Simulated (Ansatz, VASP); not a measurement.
# SiW2C2Cl2O2 (Cl-SiC-Cl chair under W2CO2 MXene, AA') in two plane-wave programs

Aim: how closely do two programs agree when they are given the same cell, functional and k mesh? The cell is taken from a series of runs on this material, whose earlier steps may have relaxed, scaled, displaced or heated it; both programs get it as it stands.

Main program and level: Ansatz 0.2.0; plane waves, with VASP 6.6.1 beside it; single point at PBE with D3(BJ) and single point at PBE, spin-orbit coupling.

### Step 1. Set-up

The cell holds 9 atoms: 2 Cl, 2 C, 1 Si, 2 O and 2 W. Its edges and angles: a = 3.147 Å, b = 3.147 Å, c = 29.661 Å, α = 90.0°, β = 90.0°, γ = 120.0°. Vacuum lies along c.

### Step 2. VASP: single point, PBE with D3(BJ)

A single point gives forces, pressure and levels at one fixed geometry, so differences don't come from the geometry; what else differs is listed under the comparison.

Lines of VASP's logs that name or quote its potential files are left out, and so is its time.

Input file INCAR:

```
SYSTEM = SiW2C2Cl2O2
PREC = Accurate
ENCUT = 520
EDIFF = 1E-06
NELM = 120
ISMEAR = -1
SIGMA = 0.02585
LREAL = .FALSE.
ALGO = Normal
GGA = PE
IVDW = 12
NBANDS = 34
LASPH = .TRUE.
LORBIT = 11
LWAVE = .FALSE.
LCHARG = .FALSE.
ISIF = 2
LDIPOL = .TRUE.
IDIPOL = 3
DIPOL = 0.5 0.5 0.516
LVHAR = .TRUE.
GGA_COMPAT = .FALSE.
NELMDL = -8
KPAR = 2
```

Input file POSCAR:

```
SiW2C2Cl2O2
1.0
    3.1465612026      0.0000000000      0.0000000000
   -1.5732806013      2.7250019360      0.0000000000
    0.0000000000      0.0000000000     29.6614519159
Cl C Si O W
2 2 1 2 2
Direct
    0.6666666667      0.3333333333      0.3034241218
    0.3333333333      0.6666666667      0.4525746951
    0.6666666667      0.3333333333      0.3647823812
    0.3333333333      0.6666666667      0.6220859213
    0.3333333333      0.6666666667      0.3841341292
    0.0000000000      0.0000000000      0.5475747969
    0.6666666667      0.3333333333      0.6965758782
    0.6666666667      0.3333333333      0.5853525500
    0.0000000000      0.0000000000      0.6589046369
```

Input file KPOINTS:

```
Automatic mesh
0
Gamma
18 18 1
0 0 0
```

The projector-augmented-wave data sets are Cl, C, Si, O and W (PBE family, release 64).

Run with:

```console
$ mpirun -np 2 vasp_std
```

Numbers of over 12 decimals in the logs are rounded to 6 here.

The log of the run:

```text
[banner, memory and clock lines left out]
running    2 mpi-ranks, on    1 nodes
 distrk:  each k-point on    1 cores,    2 groups
 distr:  one band on    1 cores,    1 groups

 POSCAR found type information on POSCAR ClC SiO W
 POSCAR found :  5 types and       9 ions
 LDA part: xc-table for (Slater+PW92), standard interpolation
 POSCAR, INCAR and KPOINTS ok, starting setup
 FFT: planning ... GRIDC
 FFT: planning ... GRID_SOFT
 FFT: planning ... GRID
 WAVECAR not read
 entering main loop
       N       E                     dE             d eps       ncg     rms          rms(c)
DAV:   1     0.395014147168E+03    0.39501E+03   -0.21361E+04  2516   0.122E+03
DAV:   2    -0.282494665308E+02   -0.42326E+03   -0.40480E+03  3552   0.291E+02
DAV:   3    -0.777496627550E+02   -0.49500E+02   -0.48538E+02  3120   0.103E+02
DAV:   4    -0.793796446794E+02   -0.16300E+01   -0.16192E+01  3368   0.204E+01
DAV:   5    -0.794268706049E+02   -0.47226E-01   -0.47145E-01  3328   0.329E+00
DAV:   6    -0.794287138576E+02   -0.18433E-02   -0.18426E-02  3576   0.598E-01
DAV:   7    -0.794287713998E+02   -0.57542E-04   -0.57532E-04  3344   0.989E-02
DAV:   8    -0.794287745783E+02   -0.31784E-05   -0.31783E-05  3176   0.210E-02    0.507E+01
DAV:   9    -0.692221723779E+02    0.10207E+02   -0.50613E+01  2974   0.326E+01    0.178E+01
DAV:  10    -0.689522630204E+02    0.26991E+00   -0.78551E+00  3236   0.168E+01    0.119E+01
DAV:  11    -0.687714507092E+02    0.18081E+00   -0.20796E+00  3536   0.877E+00    0.278E+00
DAV:  12    -0.694306398623E+02   -0.65919E+00   -0.10238E+01  3810   0.149E+01    0.720E+00
DAV:  13    -0.687519953670E+02    0.67864E+00   -0.39054E+00  3502   0.549E+00    0.165E+00
DAV:  14    -0.687081022966E+02    0.43893E-01   -0.59219E-01  3492   0.368E+00    0.138E+00
[...]
DAV:  27    -0.685870364432E+02   -0.16068E-02   -0.13779E-04  3366   0.105E-01    0.290E-01
DAV:  28    -0.685871963166E+02   -0.15987E-03   -0.74221E-05  2992   0.490E-02    0.280E-01
DAV:  29    -0.685838975071E+02    0.32988E-02   -0.51521E-04  3688   0.336E-01    0.135E-01
DAV:  30    -0.685848927310E+02   -0.99522E-03   -0.19725E-04  3396   0.197E-01    0.163E-01
DAV:  31    -0.685841633073E+02    0.72942E-03   -0.46368E-05  3194   0.982E-02    0.125E-01
DAV:  32    -0.685840980966E+02    0.65211E-04   -0.40106E-05  3104   0.291E-02    0.112E-01
DAV:  33    -0.685840835779E+02    0.14519E-04   -0.33363E-06  2766   0.917E-03    0.109E-01
DAV:  34    -0.685840832490E+02    0.32892E-06   -0.15266E-07  1488   0.251E-03
   1 F= -.70745940E+02 E0= -.70743999E+02  d E =-.388129E-02
```

Parts of OUTCAR (step 2):

```text
ion  position               nearest neighbor table
   1  0.667  0.333  0.303-   3 1.82
   2  0.333  0.667  0.453-   5 2.03
   3  0.667  0.333  0.365-   1 1.82   5 1.91   5 1.91   5 1.91
   4  0.333  0.667  0.622-   8 2.12   8 2.12   8 2.12   9 2.12   9 2.12   9 2.12
   5  0.333  0.667  0.384-   3 1.91   3 1.91   3 1.91   2 2.03
   6  0.000  0.000  0.548-   8 2.13   8 2.13   8 2.13
   7  0.667  0.333  0.697-   9 2.13   9 2.13   9 2.13
   8  0.667  0.333  0.585-   4 2.12   4 2.12   4 2.12   6 2.13   6 2.13   6 2.13   9 2.84   9 2.84
                             9 2.84
   9  0.000  0.000  0.659-   4 2.12   4 2.12   4 2.12   7 2.13   7 2.13   7 2.13   8 2.84   8 2.84
                             8 2.84

  LATTYP: Found a hexagonal cell.
 ALAT       =     3.1465612026
 C/A-ratio  =     9.4266248155

 Subroutine GETGRP returns: Found  6 space group operations
 (whereof  6 operations were pure point group operations)

The static configuration has the point symmetry C_3v.

 Found     37 irreducible k-points:

   k-points           NKPTS =     37   k-points in BZ     NKDIM =     37   number of bands    NBANDS=     34

   dimension x,y,z NGX =    24 NGY =   24 NGZ =  224
   dimension x,y,z NGXF=    48 NGYF=   48 NGZF=  448

   ENCUT  =  520.0 eV  38.22 Ry    6.18 a.u.   5.85  5.85 55.15*2*pi/ulx,y,z

   NELECT =      50.0000    total number of electrons

 k-points in reciprocal lattice and weights: Automatic mesh
   0.00000000  0.00000000  0.00000000       0.003
   0.05555556 -0.00000000  0.00000000       0.019
   0.11111111 -0.00000000  0.00000000       0.019
   0.16666667 -0.00000000  0.00000000       0.019
   0.22222222 -0.00000000  0.00000000       0.019
   0.27777778 -0.00000000  0.00000000       0.019
   0.33333333 -0.00000000  0.00000000       0.019
   0.38888889 -0.00000000  0.00000000       0.019
   0.44444444 -0.00000000  0.00000000       0.019
[...]
0.33333333  0.27777778  0.00000000       0.037
   0.33333333  0.33333333  0.00000000       0.006

 dipolmoment           0.000000      0.000000      0.042642 electrons x Angstroem

 average (electrostatic) potential at core
       1 -96.0020       2 -95.7522       3 -55.3280       4 -55.9274       5 -90.1120
       6 -76.4120       7 -76.3917       8 -47.6028       9 -47.6133

 E-fermi :  -0.1999

 k-point     1 :       0.0000    0.0000    0.0000
  band No.  band energies     occupation
    ...
     22      -1.3067      2.00000
     23      -1.3067      2.00000
     24      -0.8320      2.00000
     25      -0.1720      0.50713
     26      -0.1720      0.50709
     27       0.5946      0.00000
     28       0.5946      0.00000
     29       1.2759      0.00000
     30       1.9256      0.00000
     31       2.0186      0.00000
    ...

 k-point     2 :       0.0556   -0.0000    0.0000
  band No.  band energies     occupation
    ...
     22      -1.4629      2.00000
     23      -1.3373      2.00000
     24      -0.8081      2.00000
     25      -0.3325      1.98825
     26      -0.2045      1.08890
     27       0.6392      0.00000
     28       0.6475      0.00000
     29       1.3357      0.00000
     30       1.9282      0.00000
     31       2.0336      0.00000
    ...

 k-point     3 :       0.1111   -0.0000    0.0000
  band No.  band energies     occupation
    ...
     22      -1.8357      2.00000
     23      -1.4241      2.00000
     24      -0.7696      2.00000
     25      -0.6606      2.00000
     26      -0.2957      1.95203
     27       0.7663      0.00000
     28       0.7879      0.00000
     29       1.5208      0.00000
     30       1.8471      0.00000
     31       2.0729      0.00000
    ...

 Edisp (eV)   -2.16186

  Total      -0.07175    -0.07175    -0.40716     0.00000     0.00000    -0.00000
  in kB      -0.45199    -0.45199    -2.56494     0.00000     0.00000    -0.00000
  external pressure =       -1.16 kB  Pullay stress =        0.00 kB

  energy-cutoff  :      520.00
  volume of cell :      254.33
      direct lattice vectors                 reciprocal lattice vectors
     3.146561203  0.000000000  0.000000000     0.317807262  0.183486108  0.000000000
    -1.573280601  2.725001936  0.000000000     0.000000000  0.366972216  0.000000000
     0.000000000  0.000000000 29.661451916     0.000000000  0.000000000  0.033713791

 POSITION                                       TOTAL-FORCE (eV/Angst)
 -----------------------------------------------------------------------------------
      1.57328      0.90833      9.00000        -0.000000      0.000000      0.088117
     -0.00000      1.81667     13.42402        -0.000000      0.000000     -0.056831
      1.57328      0.90833     10.81998         0.000000      0.000000     -0.108357
     -0.00000      1.81667     18.45197        -0.000000      0.000000     -0.001454
     -0.00000      1.81667     11.39398        -0.000000      0.000000      0.081414
      0.00000      0.00000     16.24186         0.000000     -0.000000     -0.010198
      1.57328      0.90833     20.66145         0.000000     -0.000000      0.005837
      1.57328      0.90833     17.36241        -0.000000      0.000000      0.108172
      0.00000      0.00000     19.54407        -0.000000      0.000000     -0.106701
 -----------------------------------------------------------------------------------
    total drift:                               -0.000001      0.000000      0.002889

  FREE ENERGIE OF THE ION-ELECTRON SYSTEM (eV)
  ---------------------------------------------------
  free  energy   TOTEN  =       -70.7459397960 eV

  energy  without entropy=      -70.7420585104  energy(sigma->0) =      -70.74399915

 vacuum level on the upper side and lower side of the slab         5.794         4.886

 total charge
# of ion       s       p       d       tot
------------------------------------------
    1        1.613   3.488   0.000   5.101
    2        1.612   3.568   0.000   5.180
    3        0.836   1.604   0.000   2.441
    4        0.876   1.654   0.000   2.530
    5        0.711   0.929   0.000   1.640
    6        1.569   3.407   0.000   4.977
    7        1.569   3.406   0.000   4.975
    8        0.571   0.782   4.199   5.553
    9        0.571   0.782   4.192   5.544
--------------------------------------------------
tot          9.930  19.620   8.391  37.941

[... 3 further parts left out ...]
```

(Continued in part 2 of 3.)

[Lines on the potential files, build, host, timing and source positions are cut from VASP's logs without a mark.]

[Logs are printed without paths, hosts, clocks, repeated set-up lines and the standing remarks that a program may print on its own settings, such as how far it seeks lower states.]

[Hosts, paths, dates, database ids (printed as entryN), source tags and the programs' standing remarks are cut or masked in the printed files.]
